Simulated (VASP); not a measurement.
Write the native input for VASP 6.6.1 that does the following.

```yaml
Task: single point
Functional: PBE
Potentials_or_basis: VASP PAW PBE potentials, release 64 (In_d, B, S)
Cutoff: 520 eV
k_mesh: 18 × 18 × 6
Occupations: gaussian, width 0.1 eV
Spin: no spin polarisation
Dipole_correction: no
Further_INCAR_settings: ALGO = Fast; EDIFF = 1e-07; NBANDS = 22
```

The structure of InBS2 lies in POSCAR:

```
InBS2
1.0
    3.0995119128      0.0000000000      0.0000000000
   -1.5497559564      2.6842560558      0.0000000000
    0.0000000000      0.0000000000      8.1525861826
In B S
1 1 2
Direct
    0.0000000000      0.0000000000      0.5000000000
    0.0000000000      0.0000000000      0.0000000000
    0.3333333333      0.6666666667      0.1476420635
    0.6666666667      0.3333333333      0.8523579365
```

The cell was built by a generator and needn't be a form met in nature.

One way to write it, as run:

INCAR

```
SYSTEM = InBS2
ALGO     = Fast           ! electronic algorithm
EDIFF    = 1E-7           ! SCF threshold, eV
ENCUT    = 520            ! plane-wave cutoff, eV
GGA      = PE             ! functional
ISIF     = 2              ! what is computed and relaxed
ISMEAR   = 0              ! smearing method
LASPH    = .TRUE.         ! aspherical terms in the spheres
LCHARG   = .TRUE.         ! write CHGCAR
LELF     = .TRUE.         ! ELF
LREAL    = .FALSE.        ! projectors in reciprocal space
LVHAR    = .TRUE.       
LWAVE    = .FALSE.        ! write WAVECAR
NBANDS   = 22             ! bands
NELM     = 100            ! most SCF steps
PREC     = Accurate       ! precision mode
SIGMA    = 0.1            ! smearing width, eV
```

KPOINTS

```
k-points
0
G
  18 18 6
  0 0 0
```

Potentials or basis: VASP PAW PBE potentials, release 64 (In_d, B, S).

The run is started by

```sh
$ cat potpaw_PBE.64/In_d/POTCAR potpaw_PBE.64/B/POTCAR potpaw_PBE.64/S/POTCAR > POTCAR
$ mpirun -np 1 vasp_std > vasp.out
```

It gave:

```
Pressure               : -0.2 GPa
Largest force          : 0.019 eV/Å
Band gap on the k mesh : none (metal or under the smearing width)
```

Caveat: this functional lacks dispersion, which binds the layers, so the pressure and a relaxed spacing across them are unreliable.

It took 3.4 min on 1 thread of Intel(R) Xeon(R) Platinum 8488C (Sapphire Rapids), on a shared host, peak memory 0.4 GiB.
